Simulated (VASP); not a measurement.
Method: RPBE GGA, VASP's PBE PAW potentials (set 64) (plane waves; VASP 6.6.1).

VASP input:

### POSCAR
```
FePt
1
    2.7545161510    -0.0000000000    -0.0000000000
    0.0000000000     2.7545161510    -0.0000000000
   -0.0000000000    -0.0000000000     3.7807595499
Fe Pt
1 1
Direct
  0.0000000000   0.0000000000   0.0000000000
  0.5000000000   0.5000000000   0.5000000000
```

**KPOINTS**
```
kpoints
0
G
  12 12 9
```

INCAR:
```
! general
SYSTEM  = FePt
PREC    = Accurate
ENCUT   = 520
LREAL   = .FALSE.
LASPH   = .TRUE.

! electronic loop
EDIFF   = 1E-6
NELM    = 100
ALGO    = Normal
LMAXMIX = 6

! smearing
ISMEAR  = 1
SIGMA   = 0.1

! functional
GGA     = RP

! spin
ISPIN   = 2
MAGMOM  = 3.0 0.3

! ions
IBRION  = 2
NSW     = 60
ISIF    = 3
EDIFFG  = -0.01

! output
LWAVE   = .FALSE.
LCHARG  = .FALSE.
LORBIT  = 10
```

POTCAR, in this order: Fe Pt (PBE.64 set). Program: vasp_std.

The run wrote:

**OSZICAR**
```
       N       E                     dE             d eps       ncg     rms          rms(c)
DAV:   1     0.935539447900E+02    0.93554E+02   -0.87340E+03  8695   0.131E+03
DAV:   2    -0.115975548590E+02   -0.10515E+03   -0.93925E+02  8673   0.252E+02
DAV:   3    -0.149908133145E+02   -0.33933E+01   -0.32898E+01 10558   0.547E+01
DAV:   4    -0.150270813277E+02   -0.36268E-01   -0.36255E-01  9587   0.483E+00
DAV:   5    -0.150280184087E+02   -0.93708E-03   -0.93706E-03 11039   0.889E-01    0.160E+01
DAV:   6    -0.168963946812E+02   -0.18684E+01   -0.17806E+01  9356   0.890E+01    0.276E+01
DAV:   7    -0.138252426340E+02    0.30712E+01   -0.97568E+00 10786   0.812E+01    0.810E+00
DAV:   8    -0.138193171273E+02    0.59255E-02   -0.50228E-01 10168   0.107E+01    0.390E+00
DAV:   9    -0.137496134479E+02    0.69704E-01   -0.10103E-01 12249   0.672E+00    0.168E+00
DAV:  10    -0.137412504660E+02    0.83630E-02   -0.36935E-02 12631   0.388E+00    0.639E-01
DAV:  11    -0.137405668939E+02    0.68357E-03   -0.25066E-03 11383   0.848E-01    0.263E-01
DAV:  12    -0.137405975713E+02   -0.30677E-04   -0.27798E-04 10817   0.232E-01    0.572E-02
DAV:  13    -0.137406057461E+02   -0.81748E-05   -0.39554E-05  9922   0.795E-02    0.331E-02
DAV:  14    -0.137406050654E+02    0.68064E-06   -0.75505E-06 10275   0.560E-02
   1 F= -.13740605E+02 E0= -.13740422E+02  d E =-.137406E+02  mag=     3.3637
```

File OUTCAR:
```
------------------------ aborting loop because EDIFF is reached ----------------------------------------
  FORCE on cell =-STRESS in cart. coord.  units (eV):
  Direction    XX          YY          ZZ          XY          YZ          ZX
  --------------------------------------------------------------------------------------
  Total       -0.0119121     -0.0119121     -0.0074850      0.0000000      0.0000000     -0.0000000
  in kB       -0.6653166     -0.6653166     -0.4180565      0.0000000      0.0000000     -0.0000000
  external PRESSURE =      -0.5828965 kB  Pullay stress =       0.0000000 kB
  volume of cell :       28.69
      direct lattice vectors                 reciprocal lattice vectors
     2.754516151  0.000000000  0.000000000     0.363040166  0.000000000  0.000000000
     0.000000000  2.754516151  0.000000000     0.000000000  0.363040166  0.000000000
     0.000000000  0.000000000  3.780759550     0.000000000  0.000000000  0.264497117
 POSITION                                       TOTAL-FORCE (eV/Angst)
 -----------------------------------------------------------------------------------
      0.00000      0.00000      0.00000         0.000000      0.000000      0.000000
      1.37726      1.37726      1.89038         0.000000      0.000000      0.000000
 -----------------------------------------------------------------------------------
    total drift:                               -0.000000      0.000000      0.000000
  FREE ENERGIE OF THE ION-ELECTRON SYSTEM (eV)
  ---------------------------------------------------
  free  energy   TOTEN  =       -13.7406050654 eV

  energy  without entropy=      -13.7400554114  energy(sigma->0) =      -13.74042185

 total charge

# of ion       s       p       d       tot
------------------------------------------
    1        0.395   0.421   6.077   6.893
    2        0.698   0.624   8.040   9.362
--------------------------------------------------
tot          1.093   1.045  14.117  16.256

 magnetization (x)

# of ion       s       p       d       tot
------------------------------------------
    1        0.006  -0.010   3.025   3.021
    2       -0.026  -0.068   0.426   0.332
--------------------------------------------------
tot         -0.021  -0.078   3.451   3.352

 reached required accuracy - stopping structural energy minimisation
```
(Selected blocks of OUTCAR.)

The compound is FePt in the L1_0 structure. It was relaxed first. The start is the result of an earlier pass.
